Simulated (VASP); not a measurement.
HWCl6:

```
H W Cl
1.0
     5.66989    0.00000    0.00000
     0.00000    5.66989    0.00000
     0.00000    0.00000    5.66989
H W Cl
1 1 6
Direct
  0.50000 0.50000 0.50000
  0.00000 0.00000 0.00000
  0.00000 0.50000 0.75076
  0.50000 0.24924 0.00000
  0.75076 0.00000 0.50000
  0.00000 0.50000 0.24924
  0.50000 0.75076 0.00000
  0.24924 0.00000 0.50000
```

The cell was built by a generator and needn't be a form met in nature.

```yaml
Program: VASP 6.6.1
Task: relaxation of cell and atoms
Functional: PBE
Potentials_or_basis: VASP PAW PBE potentials, release 64 (H, W_sv, Cl)
Cutoff: 520 eV
k_mesh: 3 × 3 × 3
Occupations: gaussian, width 0.15 eV
Spin: no spin polarisation
```

At the start: pressure -9.4 GPa; volume 22.78 Å³/atom.

Task: How do energy, volume and symmetry change on relaxing?

Result: Over 5 steps the energy falls by 213.6 meV/atom and the volume is 17.29 Å³/atom (-24.1 %); space group Pm-3 (No. 200, to 0.05 Å).

The path:
```csv
step,energy change (eV),largest force (eV/Å),pressure (GPa),volume (Å³)
1,0.0000,0.3157,-9.36,182.27
2,-1.5520,0.0208,-4.28,149.38
3,-1.6992,0.2023,-0.47,139.57
4,-1.7001,0.2147,-0.04,138.75
5,-1.7091,0.0587,0.07,138.29
```

Final structure:
```
H W Cl
1.0
     5.17129    0.00000    0.00000
     0.00000    5.17129    0.00000
     0.00000    0.00000    5.17129
H W Cl
1 1 6
Cartesian
  2.5856 2.5856 2.5856
  0.0000 0.0000 0.0000
  0.0000 2.5856 3.8907
  2.5856 1.2806 0.0000
  3.8907 0.0000 2.5856
  0.0000 2.5856 1.2806
  2.5856 3.8907 0.0000
  1.2806 0.0000 2.5856
```

Caveat: the k mesh is coarse (spacing up to 0.37 Å⁻¹), so the values aren't converged; the volume moved by over 15 % at a fixed basis, so the end points are rough; an odd number of electrons without spin polarisation forces a metal; a magnetic or distorted state may lie lower; the relaxation stopped at a loose force limit of 0.08 eV/Å, so its end isn't a converged minimum.
